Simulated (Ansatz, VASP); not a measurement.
# Cross-check of Al29Cu32 (liquid Al48Cu52 at 1200 K) between VASP and Ansatz

One calculation is typed for both programs; each brings its own data sets. How far apart do they land? The cell is taken from a series of runs on this material, whose earlier steps may have relaxed, scaled, displaced or heated it; both programs get it as it stands.

Calculated with Ansatz 0.2.0; plane waves, with VASP 6.6.1 beside it; PBE.

### 1. The starting structure

The cell holds 61 atoms: 29 Al and 32 Cu. Cell: a = 9.888 Å, b = 9.888 Å, c = 9.888 Å, α = 90.0°, β = 90.0°, γ = 90.0°. As first built, before any earlier steps moved the atoms or strained the cell (in the runner's words): 61 atoms (29 Al, 32 Cu) placed at random at 4.85 g/cm^3, melted at 1800 K for 10 ps at fixed volume with the EAM Al-Cu potential (Cai and Ye, Phys. Rev. B 54, 8398 (1996)). Snapshot at the end of a hold of 10 ps at 1200 K and zero pressure.

### 2. Ansatz: single point, PBE

Ansatz runs on its default PAW (the set named soft_2) files.

A single point takes one fixed geometry, so differences don't come from the geometry; what else differs is listed under the comparison.

Contents of input.yaml:

```yaml
crystal:
  lattice:
    - [9.88823, 0.0, 0.0]
    - [0.0, 9.88823, 0.0]
    - [0.0, 0.0, 9.88823]
  atoms:
    - { symbol: Al, position: [0.32497, 0.89123, 0.48824] }
    - { symbol: Al, position: [0.09827, 0.88673, 0.3705] }
    - { symbol: Al, position: [0.29542, 0.72106, 0.94084] }
    - { symbol: Al, position: [0.29704, 0.19238, 0.04728] }
    - { symbol: Al, position: [0.61602, 0.9527, 0.54098] }
    - { symbol: Al, position: [0.98222, 0.49318, 0.90966] }
    - { symbol: Al, position: [0.90281, 0.78752, 0.77442] }
    - { symbol: Al, position: [0.5257, 0.33224, 0.96452] }
    - { symbol: Al, position: [0.66231, 0.43495, 0.59071] }
    - { symbol: Al, position: [0.05396, 0.1242, 0.46909] }
    - { symbol: Al, position: [0.89378, 0.04468, 0.89871] }
    - { symbol: Al, position: [0.78386, 0.16667, 0.59254] }
    - { symbol: Al, position: [0.35846, 0.4134, 0.57846] }
    - { symbol: Al, position: [0.77171, 0.72719, 0.29318] }
    - { symbol: Al, position: [0.06023, 0.67989, 0.04277] }
    - { symbol: Al, position: [0.28103, 0.23573, 0.77705] }
    - { symbol: Al, position: [0.8501, 0.29063, 0.05919] }
    - { symbol: Al, position: [0.75683, 0.06969, 0.109] }
    - { symbol: Al, position: [0.1623, 0.51029, 0.7148] }
    - { symbol: Al, position: [0.09679, 0.42086, 0.43156] }
    - { symbol: Al, position: [0.2086, 0.61454, 0.22672] }
    - { symbol: Al, position: [0.37336, 0.98424, 0.82384] }
    - { symbol: Al, position: [0.25518, 0.87378, 0.17722] }
    - { symbol: Al, position: [0.58911, 0.8403, 0.82709] }
    - { symbol: Al, position: [0.01304, 0.68384, 0.4942] }
    - { symbol: Al, position: [0.66613, 0.44381, 0.19334] }
    - { symbol: Al, position: [0.55154, 0.18624, 0.4302] }
    - { symbol: Al, position: [0.47936, 0.72172, 0.3189] }
    - { symbol: Al, position: [0.43598, 0.55041, 0.808] }
    - { symbol: Cu, position: [0.85357, 0.47684, 0.42274] }
    - { symbol: Cu, position: [0.00196, 0.30036, 0.64951] }
    - { symbol: Cu, position: [0.03395, 0.26185, 0.9033] }
    - { symbol: Cu, position: [0.26834, 0.41636, 0.96455] }
    - { symbol: Cu, position: [0.28492, 0.15994, 0.53362] }
    - { symbol: Cu, position: [0.85171, 0.01523, 0.34459] }
    - { symbol: Cu, position: [0.12949, 0.94939, 0.92485] }
    - { symbol: Cu, position: [0.54161, 0.20162, 0.1612] }
    - { symbol: Cu, position: [0.57906, 0.95823, 0.29548] }
    - { symbol: Cu, position: [0.89535, 0.28338, 0.33663] }
    - { symbol: Cu, position: [0.71621, 0.67491, 0.57379] }
    - { symbol: Cu, position: [0.70059, 0.55761, 0.89116] }
    - { symbol: Cu, position: [0.47999, 0.92334, 0.06421] }
    - { symbol: Cu, position: [0.76586, 0.32063, 0.81761] }
    - { symbol: Cu, position: [0.06819, 0.36857, 0.15047] }
    - { symbol: Cu, position: [0.04272, 0.11009, 0.19509] }
    - { symbol: Cu, position: [0.95434, 0.8885, 0.1685] }
    - { symbol: Cu, position: [0.3094, 0.61838, 0.47074] }
    - { symbol: Cu, position: [0.78112, 0.75193, 0.00558] }
    - { symbol: Cu, position: [0.42763, 0.48338, 0.1705] }
    - { symbol: Cu, position: [0.48366, 0.47587, 0.39839] }
    - { symbol: Cu, position: [0.91013, 0.5481, 0.67575] }
    - { symbol: Cu, position: [0.28755, 0.0572, 0.29778] }
    - { symbol: Cu, position: [0.94257, 0.57135, 0.20757] }
    - { symbol: Cu, position: [0.09517, 0.02857, 0.70022] }
    - { symbol: Cu, position: [0.88765, 0.90014, 0.53214] }
    - { symbol: Cu, position: [0.1725, 0.78208, 0.69116] }
    - { symbol: Cu, position: [0.46052, 0.74923, 0.63803] }
    - { symbol: Cu, position: [0.53451, 0.21607, 0.70394] }
    - { symbol: Cu, position: [0.62407, 0.07393, 0.9144] }
    - { symbol: Cu, position: [0.53603, 0.68157, 0.05527] }
    - { symbol: Cu, position: [0.24947, 0.31302, 0.29179] }
kpoints:
  mp_grid: { grid: [1, 1, 1] }
hamiltonian:
  xc: pbe
scf:
  occupations: { method: fermi_dirac, width: 0.05 }
output:
  forces: true
  eigenvalues: true
  populations: true
  stress: true
```

Command:

```console
> ansatz run input.yaml --threads 8 --pin off --max-ram 15872MiB --backend cpu --events-out ev --progress --plain --runs-dir out
```

Numbers of over 12 decimals in the logs are rounded to 6 here.

The log of the run:

```text
Engine: ansatz 0.2.0, aarch64-unknown-linux-gnu
Pseudopotentials: kind: paw
Pseudopotential: Al, paw, valence charge 3, recommended cutoff 420 eV (normal), Al.paw.azcp
Pseudopotential: Cu, paw, valence charge 19, recommended cutoff 420 eV (normal), Cu.paw.azcp
Functional definition: PBE
  parameter kappa = 0.804
  parameter beta = 0.066725
  exchange = pbe_x(kappa = kappa, mu = beta*pi^2/3)
  correlation = pbe_c(beta = beta)
Crystal: 61 atoms, lattice volume = 966.842 Å³
Basis set: ecut = 420 eV, 18949 PW (Γ), exchange–correlation on 144×144×144 points (8 copies of the dense FFT grid, shifted against one another)
Bands: 417, of which v1, the nominal top of the filled ones, is band 348 counted from 1 (347 counted from 0)
Symmetry: 1 space group operations
Space group: P1 (ITA 1), of the structure as read, at distance tolerance 9.9e-5 Å
k-points: 1
Non-local potential: Al, projectors of the file, l = 0: 2, l = 1: 2, l = 2: 1
Non-local potential: Cu, projectors of the file, l = 0: 3, l = 1: 2, l = 2: 3, l = 3: 1
PAW form: soft (Blöchl's): semilocal exchange-correlation on the pseudo side does not see the compensation charge
PAW one-centre angular grid: Al, 110 points (default); XC on 64 Gauss nodes
PAW one-centre angular grid: Cu, 590 points (default); XC on 64 Gauss nodes
Initial density: superposition of atomic densities (neutral atoms: chi_scale 0, normalization atom), corrected by the library's trained network
Initial wavefunctions: pseudopotential atomic-orbital guess
Functional: x = pbe(κ = 0.804, μ = 0.219515), c = pbe(β = 0.066725)
SCF iter   1: F=—  HF=-227579.377896 eV  |F-HF|=—  |Δ(HF+E_count)|=         —  Δρ=9.02e-3  dr2=1.51e0  ethr=1.77e-3  ⟨swp⟩=6.0  Hψ=1618  notcnv=0  defer=9
preconditioner: auto → Resta (q_TF=auto, 2.582 Å⁻¹)  ε∞=15.8  [insulator: Δε(μ)=0.175 eV  Ē_g=6.510 eV  σ=0.050 eV  W_gap=0.58  n_scr=256 (ndim 8)  ℏωp=25.0 eV  f_vac=0.000  D(μ)=21.00/eV (n_scr^D=122)  ε∞_Penn≈15.8]
SCF iter   2: F=—  HF=-227579.216686 eV  |F-HF|=—  |Δ(HF+E_count)|=   1.61e-1  Δρ=3.47e-3  dr2=3.70e-1  ethr=2.17e-4  ⟨swp⟩=2.0  Hψ=497  notcnv=0  defer=45
SCF iter   3: F=—  HF=-227579.156565 eV  |F-HF|=—  |Δ(HF+E_count)|=   6.01e-2  Δρ=2.82e-3  dr2=7.44e-2  ethr=5.33e-5  ⟨swp⟩=2.0  Hψ=586  notcnv=0  defer=45
SCF iter   4: F=—  HF=-227579.142961 eV  |F-HF|=—  |Δ(HF+E_count)|=   1.36e-2  Δρ=5.13e-4  dr2=3.78e-3  ethr=1.07e-5  ⟨swp⟩=2.0  Hψ=563  notcnv=0  defer=45
SCF iter   5: F=—  HF=-227579.142613 eV  |F-HF|=—  |Δ(HF+E_count)|=   3.48e-4  Δρ=2.31e-4  dr2=3.89e-4  ethr=5.43e-7  ⟨swp⟩=2.0  Hψ=591  notcnv=0  defer=45
SCF iter   6: F=—  HF=-227579.142244 eV  |F-HF|=—  |Δ(HF+E_count)|=   3.70e-4  Δρ=1.69e-4  dr2=1.79e-4  ethr=5.59e-8  ⟨swp⟩=2.0  Hψ=719  notcnv=0  defer=45
SCF iter   7: F=—  HF=-227579.142154 eV  |F-HF|=—  |Δ(HF+E_count)|=   8.98e-5  Δρ=2.62e-5  dr2=7.62e-6  ethr=2.58e-8  ⟨swp⟩=2.0  Hψ=665  notcnv=0  defer=45
SCF iter   8: F=—  HF=-227579.143216 eV  |F-HF|=—  |Δ(HF+E_count)|=   1.06e-3  Δρ=1.73e-5  dr2=2.34e-6  ethr=1.10e-9  ⟨swp⟩=2.0  Hψ=741  notcnv=0  defer=45
SCF iter   9: F=—  HF=-227579.143215 eV  |F-HF|=—  |Δ(HF+E_count)|=   2.94e-7  Δρ=8.80e-6  dr2=5.01e-7  ethr=3.37e-10  ⟨swp⟩=2.0  Hψ=715  notcnv=0  defer=45
SCF iter  10: F=-227579.143215 eV  HF=-227579.143215 eV  |F-HF|=4.74e-9  |Δ(HF+E_count)|=   7.21e-8  Δρ=1.67e-6  dr2=3.66e-8  ethr=1.44e-11  ⟨swp⟩=8.0  Hψ=2053  notcnv=0
SCF 1 converged in 10 iterations: F = -227579.143215 eV  dr2 = 3.66e-8
  greatest PAW one-centre occupation: 1.000 electrons in one spin orbital (limit 2), on the Cu atom at site 55 (counted from 0), in its partial waves of l = 0
SCF converged after 10 iterations
Free energy (F): -227579.143215 eV
Harris-Foulkes:  -227579.143215 eV  (|F-HF|=4.74e-9)
Internal energy: -227578.932469 eV  (E = F + TS)
E sigma→0 (E₀):  -227579.037842 eV
Entropy (-TS):   -0.210747 eV (-3.455 meV/atom)
Fermi energy:    9.912568 eV
--- Per-component energies (eV) ---
  E_band       = -15253.512043
  E_kinetic    = 10203.360807
  E_local      = -189707.730754  (includes V_loc(G=0)·N_el)
  E_nonlocal   = 12772.156839
  E_hartree    = 85273.566316
  E_xc         = -3983.119174
  E_vxc        = -4490.469067  (∫ρ·V_xc dr)
  E_paw        = -66770.164121  (= ΣΔE_a)
  E_vpaw       = -14577.941526  (= ΣTr[D̂ρ^β])
  E_aug_tail   = 0.008931  (compensation charges beyond the density's cutoff)
  E_ewald      = -75367.011312
  E_smearing   = -0.210747  (= −TS)
  E_closure    = -0.000000  (closes the sum)
  Σ components = -227579.143215   (vs F -227579.143215, Δ=0.00e0)
--- Forces (eV/Å), atoms counted from 1 ---
  atom   1  Al     0.56791080     0.54540672     0.21048830
  atom   2  Al    -0.91065663     0.00419443     0.09425680
  atom   3  Al     0.20183449     0.69017001     0.14817010
  atom   4  Al    -0.47328618    -0.76441100     0.91654109
  atom   5  Al     0.36813583    -0.89210377     0.48616819
  atom   6  Al    -1.25015391    -0.75833126    -0.14593485
  atom   7  Al     0.30564179    -0.06198856     0.13217093
  atom   8  Al     0.37993417     0.48870097    -1.07123022
  atom   9  Al    -0.43463042    -0.43477740     0.14448846
  atom  10  Al    -0.53352558     0.62232623    -0.07114958
  atom  11  Al     0.33915682    -0.22764542    -0.79309404
  atom  12  Al     0.37554033    -0.10940472    -0.28270059
  atom  13  Al     0.42290387    -1.80490719     0.82879267
  atom  14  Al    -0.56022703     0.53048481     0.14223757
  atom  15  Al    -0.47271219     2.49930187    -0.84996346
  atom  16  Al    -0.34692731     0.33829631    -0.18592573
  atom  17  Al    -0.21010897     1.34017289     0.14022867
  atom  18  Al    -0.67272670    -1.66993370     2.20296065
  atom  19  Al    -0.09626171     0.39938388     0.07073585
  atom  20  Al    -0.25142959     0.55918279     0.55554763
  atom  21  Al     0.62385983    -0.99136591     1.13218075
  atom  22  Al    -0.71874182    -0.10470050    -0.35771500
  atom  23  Al     0.24355801    -1.19744843    -2.04436486
  atom  24  Al     0.81783140    -1.29354516     0.45224148
[...]
atom  54  Cu    -0.04637719     0.63268118    -0.15217012
  atom  55  Cu     0.21892573    -0.38364401     1.51809749
  atom  56  Cu     0.31525865    -0.03982933     0.10543112
  atom  57  Cu     0.26133637    -0.02266565     0.05592043
  atom  58  Cu     0.07796138     0.20548041    -0.28697541
  atom  59  Cu    -0.36605213     0.65638575    -0.66424809
  atom  60  Cu     0.34070072    -0.34108809    -0.27256193
  atom  61  Cu     1.16068340    -0.71131520    -0.01904942
  max |Σ_I F_I| component: 2.85e-5 eV/Å
--- Stress (GPa, compression-positive) ---
       -5.071700      -0.709159      -0.252399
       -0.709159      -2.036528       0.652914
       -0.252399       0.652914      -3.007919
  P = ⅓ Tr σ = -3.3720 GPa (-33.720 kbar)
--- Band table (eV) ---
  k-point 0: bands = [... 344 lower, 9.6215, 9.8138, 9.8315, 9.8854, 10.0229, 10.0713, 10.1198, 10.2273, ... 65 higher]
--- Löwdin populations: 61 sites ---
  site symbol       q [e]
     0     Al      3.4535
     1     Al      3.3841
     2     Al      3.3063
     3     Al      3.5563
     4     Al      3.3758
     5     Al      3.5138
     6     Al      3.4327
     7     Al      3.4839
     8     Al      3.5914
     9     Al      3.6870
    10     Al      3.4602
    11     Al      3.4350
    12     Al      3.4576
    13     Al      3.4259
    14     Al      3.4093
    15     Al      3.4208
    16     Al      3.4840
    17     Al      3.6648
    18     Al      3.2774
    19     Al      3.5321
    20     Al      3.3163
    21     Al      3.3670
    22     Al      3.3807
    23     Al      3.4452
[...]
53     Cu     18.4633
    54     Cu     18.4728
    55     Cu     18.4222
    56     Cu     18.4136
    57     Cu     18.3905
    58     Cu     18.4061
    59     Cu     18.4965
    60     Cu     18.5144
  spilling = 0.006633 (of n_electrons = 695.000000)
```

In the SCF lines HF is the Harris–Foulkes energy and dr2 the Hartree energy of the density residual, in eV; the loop may stop once dr2 is under the threshold and the program's other checks hold. Hψ counts applications of the Hamiltonian.

The run ends at a pressure of -3.37 GPa, with forces up to 3.2 eV/Å.

(Part 1 of 2 ends here.)

[Lines on the potential files, build, host, timing and source positions are cut from VASP's logs without a mark.]

[Logs are printed without paths, hosts, clocks, repeated set-up lines and the standing remarks that a program may print on its own settings, such as how far it seeks lower states.]

[Hosts, paths, dates, database ids (printed as entryN), source tags and the programs' standing remarks are cut or masked in the printed files.]
